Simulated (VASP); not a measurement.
An input for Quantum ESPRESSO's pw.x (written as the equivalent of a VASP run, and not itself run):

```
&CONTROL
  calculation = 'vc-relax'
  pseudo_dir = './pseudo'
  outdir = './out'
  tprnfor = .true.
  tstress = .true.
  nstep = 60
  forc_conv_thr = 0.00078
/
&SYSTEM
  ibrav = 0
  nat = 4
  ntyp = 2
  ecutwfc = 94
  occupations = 'smearing'
  smearing = 'methfessel-paxton'
  degauss = 0.00735
  input_dft = 'pbe'
  nspin = 2
  starting_magnetization(1) = 0.3
/
&ELECTRONS
  conv_thr = 7.3e-08
  electron_maxstep = 100
/
&IONS
/
&CELL
/
ATOMIC_SPECIES
  Cr 51.996 Cr.upf
  Al 26.982 Al.upf
CELL_PARAMETERS angstrom
     4.4395594    0.0000000   -0.0000000
    -2.2197797    3.8447716    0.0000000
    -0.0000000    0.0000000    4.9906617
ATOMIC_POSITIONS crystal
  Cr   0.3333330  0.6666670  0.9370706
  Cr   0.6666670  0.3333330  0.4370706
  Al   0.3333330  0.6666670  0.4379294
  Al   0.6666670  0.3333330  0.9379294
K_POINTS automatic
  7 7 6 0 0 0
```

Translate this input to VASP (INCAR, KPOINTS, POSCAR, choice of POTCAR).

Several could match; the one computed here: 
### POSCAR
```
CrAl
1
    4.4395593917     0.0000000000    -0.0000000000
   -2.2197796959     3.8447715929     0.0000000000
   -0.0000000000     0.0000000000     4.9906617360
Cr Al
2 2
Direct
  0.3333330000   0.6666670000   0.9370706026
  0.6666670000   0.3333330000   0.4370706026
  0.3333330000   0.6666670000   0.4379293974
  0.6666670000   0.3333330000   0.9379293974
```

### INCAR
```
SYSTEM = CrAl
PREC = Accurate
ENCUT = 400
EDIFF = 1E-6
NELM = 100
ALGO = Normal
LREAL = .FALSE.
LASPH = .TRUE.
ISMEAR = 1
SIGMA = 0.1
GGA = PE
LMAXMIX = 4
ISPIN = 2
MAGMOM = 3.0 3.0 0.0 0.0
LORBIT = 10
LWAVE = .FALSE.
LCHARG = .FALSE.
IBRION = 2
ISIF = 3
NSW = 60
EDIFFG = -0.02
```

File KPOINTS:
```
Automatic mesh
0
Gamma
7 7 6
0 0 0
```

POTCAR, in this order: Cr_pv Al (PBE.64 set). Program: vasp_std.

What does not carry over: the potentials are each code's own (VASP's PAW set, PseudoDojo norm-conserving files in pw.x), so ENCUT and ecutwfc are chosen apart and not converted; conv_thr bounds pw.x's estimated SCF error, while EDIFF bounds the energy change between steps; starting_magnetization is a fraction of the valence charge and MAGMOM a moment in μB, so they match only roughly; forc_conv_thr acts on force components and is met together with etot_conv_thr.

The structure was generated: CrAl was put into the wurtzite type (P6_3mc), which need not be its known phase. This run relaxes it. It ends in space group P6_3/mmc. Symmetry was kept, so distortions that lower it aren't found. The start is the result of an earlier pass.
